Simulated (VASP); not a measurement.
The input files of a VASP run:

**KPOINTS**
```
Automatic mesh
0
Gamma
5 5 5
0 0 0
```

**POSCAR**
```
Mg2Ge
1
    0.0000000000     3.2589000000     3.2589000000
    3.2589000000     0.0000000000     3.2589000000
    3.2589000000     3.2589000000     0.0000000000
Mg Ge
2 1
Direct
  0.2500000000   0.2500000000   0.2500000000
  0.7500000000   0.7500000000   0.7500000000
  0.0000000000   0.0000000000   0.0000000000
```

INCAR:
```
ALGO = Normal
EDIFF = 1E-2
ENCUT = 400
GGA = PE
ISIF = 2
ISMEAR = 0
LASPH = .TRUE.
LCHARG = .FALSE.
LMAXMIX = 4
LREAL = .FALSE.
LWAVE = .FALSE.
NELM = 100
PREC = Accurate
SIGMA = 0.05
SYSTEM = Mg2Ge
```

POTCAR, in this order: Mg Ge_d (PBE.64 set). Program: vasp_std.

Question: Translate this PBE calculation to Quantum ESPRESSO's pw.x.

Answer: One equivalent input (not run):
```
&CONTROL
  calculation = 'scf'
  pseudo_dir = './pseudo'
  outdir = './out'
  tprnfor = .true.
  tstress = .true.
/
&SYSTEM
  ibrav = 0
  nat = 3
  ntyp = 2
  ecutwfc = 84
  occupations = 'smearing'
  smearing = 'gaussian'
  degauss = 0.003675
  input_dft = 'pbe'
/
&ELECTRONS
  conv_thr = 0.00073
  electron_maxstep = 100
/
ATOMIC_SPECIES
  Mg 24.305 Mg.upf
  Ge 72.630 Ge.upf
CELL_PARAMETERS angstrom
     0.0000000    3.2589000    3.2589000
     3.2589000    0.0000000    3.2589000
     3.2589000    3.2589000    0.0000000
ATOMIC_POSITIONS crystal
  Mg   0.2500000  0.2500000  0.2500000
  Mg   0.7500000  0.7500000  0.7500000
  Ge   0.0000000  0.0000000  0.0000000
K_POINTS automatic
  5 5 5 0 0 0
```
The two are equivalent in intent, not identical: the potentials are each code's own (VASP's PAW set, PseudoDojo norm-conserving files in pw.x), so ENCUT and ecutwfc are chosen apart and not converted; conv_thr bounds pw.x's estimated SCF error, while EDIFF bounds the energy change between steps.

The compound is Mg2Ge in the antifluorite structure. The cell was not relaxed at this level. The run is one of a series of settings (EDIFF = 1E-2 against the base run), some of them coarse on purpose.
